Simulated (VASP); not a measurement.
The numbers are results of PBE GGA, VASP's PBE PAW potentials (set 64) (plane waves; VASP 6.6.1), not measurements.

Input for VASP

**KPOINTS**
```
Automatic mesh
0
Gamma
10 10 10
0 0 0
```

**POSCAR**
```
K
1.0
 -2.6400000000   2.6400000000   2.6400000000
  2.6400000000  -2.6400000000   2.6400000000
  2.6400000000   2.6400000000  -2.6400000000
K
1
Cartesian
  0.0000000000   0.0000000000   0.0000000000
```

INCAR:
```
SIGMA  =  0.1   # width (eV)
EDIFFG  =  -0.02   # ionic stop
IBRION  =  2   # conjugate gradients
ISIF  =  3
EDIFF  =  1E-6   # SCF stop (eV)
NELM  =  100   # most electronic steps
LASPH  =  .True.   # aspherical one-centre terms
GGA  =  PE
ISMEAR  =  1   # Methfessel-Paxton
LCHARG  =  .False.
NSW  =  40
ALGO  =  Normal   # blocked Davidson
LREAL  =  .False.   # projection in real space or not
PSTRESS  =  50
PREC  =  Accurate
SYSTEM  =  K
ENCUT  =  500   # plane-wave cut-off (eV)
LWAVE  =  .False.
```

POTCAR, in this order: K_sv (PBE.64 set). Program: vasp_std.

The run wrote:

**OSZICAR**
```
       N       E                     dE             d eps       ncg     rms          rms(c)
DAV:   1     0.437482239109E+02    0.43748E+02   -0.35919E+03   752   0.831E+02
DAV:   2     0.256075264731E+00   -0.43492E+02   -0.43157E+02   768   0.209E+02
DAV:   3    -0.101068804250E+01   -0.12668E+01   -0.12652E+01  1152   0.325E+01
DAV:   4    -0.104303311975E+01   -0.32345E-01   -0.32350E-01  1160   0.422E+00
DAV:   5    -0.104346648032E+01   -0.43336E-03   -0.43338E-03  1216   0.304E-01    0.200E+00
DAV:   6    -0.104360849214E+01   -0.14201E-03   -0.13915E-03  1280   0.282E-01    0.124E+00
DAV:   7    -0.104401289688E+01   -0.40440E-03   -0.29103E-03  1184   0.407E-01    0.538E-02
DAV:   8    -0.104407154024E+01   -0.58643E-04   -0.11908E-04  1104   0.151E-01    0.173E-02
DAV:   9    -0.104408557086E+01   -0.14031E-04   -0.14270E-05  1120   0.332E-02    0.598E-03
DAV:  10    -0.104408469244E+01    0.87842E-06   -0.21673E-06  1128   0.141E-02
   1 F= 0.12527577E+01 E0= 0.12531055E+01  d E =0.125276E+01
       N       E                     dE             d eps       ncg     rms          rms(c)
DAV:   1    -0.104665404226E+02   -0.94225E+01   -0.24388E+02   800   0.183E+02    0.345E+01
DAV:   2    -0.192590259309E+01    0.85406E+01   -0.18805E+01   800   0.478E+01    0.124E+01
DAV:   3    -0.864295753381E+00    0.10616E+01   -0.50638E+00  1344   0.184E+01    0.730E+00
DAV:   4    -0.847298422358E+00    0.16997E-01   -0.64712E-01  1384   0.641E+00    0.253E+00
DAV:   5    -0.916094329536E+00   -0.68796E-01   -0.20978E-01  1144   0.207E+00    0.524E-01
DAV:   6    -0.915001063904E+00    0.10933E-02   -0.30093E-03  1080   0.548E-01    0.377E-01
DAV:   7    -0.916093229498E+00   -0.10922E-02   -0.13999E-03  1032   0.409E-01    0.967E-02
DAV:   8    -0.916102587095E+00   -0.93576E-05   -0.29160E-05  1088   0.501E-02    0.346E-02
DAV:   9    -0.916100173515E+00    0.24136E-05   -0.42948E-06  1056   0.249E-02    0.103E-02
DAV:  10    -0.916100432045E+00   -0.25853E-06   -0.12830E-07   608   0.375E-03
   2 F= 0.69885859E+00 E0= 0.69917326E+00  d E =-.553899E+00
       N       E                     dE             d eps       ncg     rms          rms(c)
DAV:   1    -0.193168098180E+01   -0.10156E+01   -0.30650E+01   792   0.668E+01    0.677E+00
DAV:   2    -0.956001999061E+00    0.97568E+00   -0.24944E+00   840   0.205E+01    0.280E+00
DAV:   3    -0.759211717839E+00    0.19679E+00   -0.11884E+00  1176   0.998E+00    0.165E+00
DAV:   4    -0.771057475109E+00   -0.11846E-01   -0.29393E-02   872   0.186E+00    0.953E-01
DAV:   5    -0.784284258206E+00   -0.13227E-01   -0.20589E-02  1136   0.678E-01    0.205E-01
DAV:   6    -0.786453004042E+00   -0.21687E-02   -0.34520E-03  1200   0.366E-01    0.224E-02
DAV:   7    -0.786463012706E+00   -0.10009E-04   -0.62444E-05  1216   0.587E-02    0.147E-02
DAV:   8    -0.786463053296E+00   -0.40591E-07   -0.56507E-06  1232   0.165E-02
   3 F= 0.63366314E+00 E0= 0.63390445E+00  d E =-.619095E+00
       N       E                     dE             d eps       ncg     rms          rms(c)
DAV:   1    -0.842950599114E+00   -0.56488E-01   -0.31264E+00   776   0.217E+01    0.228E+00
DAV:   2    -0.753406373316E+00    0.89544E-01   -0.28186E-01   888   0.690E+00    0.933E-01
DAV:   3    -0.728903655610E+00    0.24503E-01   -0.12051E-01  1128   0.321E+00    0.778E-01
DAV:   4    -0.730999550838E+00   -0.20959E-02   -0.48610E-03   984   0.856E-01    0.206E-01
DAV:   5    -0.731595550859E+00   -0.59600E-03   -0.35646E-03  1088   0.401E-01    0.841E-02
DAV:   6    -0.731746974715E+00   -0.15142E-03   -0.14772E-04  1352   0.768E-02    0.177E-02
DAV:   7    -0.731744130009E+00    0.28447E-05   -0.87218E-06  1288   0.244E-02    0.155E-03
DAV:   8    -0.731743839438E+00    0.29057E-06   -0.65270E-07   560   0.521E-03
   4 F= 0.62999850E+00 E0= 0.63024084E+00  d E =-.622759E+00
```

File OUTCAR:
```
------------------------ aborting loop because EDIFF is reached ----------------------------------------
  FORCE on cell =-STRESS in cart. coord.  units (eV):
  Direction    XX          YY          ZZ          XY          YZ          ZX
  --------------------------------------------------------------------------------------
  Total        1.3816826      1.3816826      1.3816826      0.0000000     -0.0000000      0.0000000
  in kB       50.7321613     50.7321613     50.7321613      0.0000000     -0.0000000      0.0000000
  external PRESSURE =       0.7321613 kB  Pullay stress =      50.0000000 kB
  volume of cell :       43.64
      direct lattice vectors                 reciprocal lattice vectors
    -2.217814280  2.217814280  2.217814280     0.000000000  0.225447191  0.225447191
     2.217814280 -2.217814280  2.217814280     0.225447191  0.000000000  0.225447191
     2.217814280  2.217814280 -2.217814280     0.225447191  0.225447191  0.000000000
 POSITION                                       TOTAL-FORCE (eV/Angst)
 -----------------------------------------------------------------------------------
      2.21781      2.21781      2.21781        -0.000000     -0.000000      0.000000
 -----------------------------------------------------------------------------------
    total drift:                                0.000000      0.000000      0.000000
  FREE ENERGIE OF THE ION-ELECTRON SYSTEM (eV)
  ---------------------------------------------------
  free  energy   TOTEN  =        -0.7317438394 eV

  energy  without entropy=       -0.7310167962  energy(sigma->0) =       -0.73150149
  enthalpy is  TOTEN    =         0.6299984970 eV   P V=        1.3617423365

 reached required accuracy - stopping structural energy minimisation
```
(Selected blocks of OUTCAR.)

File CONTCAR:
```
K
   1.00000000000000
    -2.2178142803089660    2.2178142803089660    2.2178142803089660
     2.2178142803089660   -2.2178142803089660    2.2178142803089660
     2.2178142803089660    2.2178142803089660   -2.2178142803089660
  K
     1
Direct
     1.0000000000000000    1.0000000000000000    1.0000000000000000
```

Energy and stress use the plane-wave basis of the starting cell.

The compound is K in the bcc structure. This run relaxes it under an external pressure of 5 GPa. Symmetry was kept, so distortions that lower it aren't found.
